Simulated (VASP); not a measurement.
Input:

```
CELL_PARAMETERS angstrom
      0.00000     1.90898     1.90898
      1.90898     0.00000     1.90898
      7.63548     7.63548     0.00044
ATOMIC_POSITIONS crystal
  Rh 0.00000 0.00000 0.00000
  Ir 0.00071 0.00071 0.24947
  Ir 0.00000 0.00000 0.50000
  Ir 0.99929 0.99929 0.75053
```

All values below come from PBEsol GGA, VASP's PBE PAW potentials (set 64) (plane waves; VASP 6.6.1). Run with 400 eV cut-off, Gaussian smearing of 0.050 eV, potentials Rh_pv Ir.

Unless said otherwise, spin-orbit coupling is left out, though it shifts the bands of the heavy elements here.

Task: Estimate the band gap (along the path) with the smallest direct gap where there is one.

Result: 
| Property | Result |
|---|---|
| band gap (along the path) | none (metal, semimetal or under 0.01 eV) |

The absolute energy has meaning only against runs of the same code, potentials and settings.

The structure was generated: Ir3Rh was put into an ordered model structure (R-3m), which need not be its known phase. It was relaxed first. VASP warned that the highest band is occupied, so more bands are needed.
